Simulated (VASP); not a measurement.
Ba4Si:

```
Ba Si
1.0
    -3.96351    3.96351    3.96351
     3.96351   -3.96351    3.96351
     3.96351    3.96351   -3.96351
Ba Si
4 1
Direct
  0.50000 0.50000 0.50000
  0.50000 0.00000 0.00000
  0.00000 0.00000 0.50000
  0.00000 0.50000 0.00000
  0.00000 0.00000 0.00000
```

The cell was built by a generator and needn't be a form met in nature.

* Program: VASP 6.6.1
* Task: relaxation of cell and atoms
* Functional: PBE
* Dispersion: D2
* Potentials or basis: VASP PAW PBE potentials, release 64 (Ba_sv, Si)
* Cutoff: 600 eV
* k mesh: 4 × 4 × 4
* Occupations: fermi-dirac, width 0.05 eV
* Spin: no spin polarisation

At the start: pressure -6.7 GPa; volume 49.81 Å³/atom.

Task: How do energy, volume and symmetry change on relaxing?

Result: Over 14 steps the energy falls by 250.1 meV/atom and the volume is 40.42 Å³/atom (-18.8 %); space group Im-3m (No. 229, to 0.05 Å).

Step by step:
```csv
step,energy change (eV),largest force (eV/Å),pressure (GPa),volume (Å³)
1,0.0000,0.0000,-6.68,249.06
2,-0.8087,0.0000,7.26,181.46
3,-1.2504,0.0000,0.11,202.04
4,-1.2499,0.0000,-0.21,202.92
5,-1.2499,0.0000,-0.21,202.88
6,-1.2501,0.0000,-0.18,202.77
7,-1.2501,0.0000,-0.18,202.77
8,-1.2501,0.0000,-0.18,202.77
9,-1.2501,0.0000,-0.18,202.76
10,-1.2501,0.0000,-0.17,202.73
11,-1.2501,0.0000,-0.16,202.69
12,-1.2502,0.0000,-0.13,202.61
13,-1.2503,0.0000,-0.08,202.45
14,-1.2504,0.0000,0.01,202.12
```

Final structure:
```
CELL_PARAMETERS angstrom
-3.69698 3.69698 3.69698
3.69698 -3.69698 3.69698
3.69698 3.69698 -3.69698
ATOMIC_POSITIONS crystal
Ba 0.50000 0.50000 0.50000
Ba 0.50000 0.00000 0.00000
Ba 0.00000 0.00000 0.50000
Ba 0.00000 0.50000 0.00000
Si 0.00000 0.00000 0.00000
```

Caveat: atom-pairwise D2, TS and ULG terms overbind metals; the volume moved by over 15 % at a fixed basis, so the end points are rough; pairwise dispersion overbinds metals, which lowers pressure and volume.
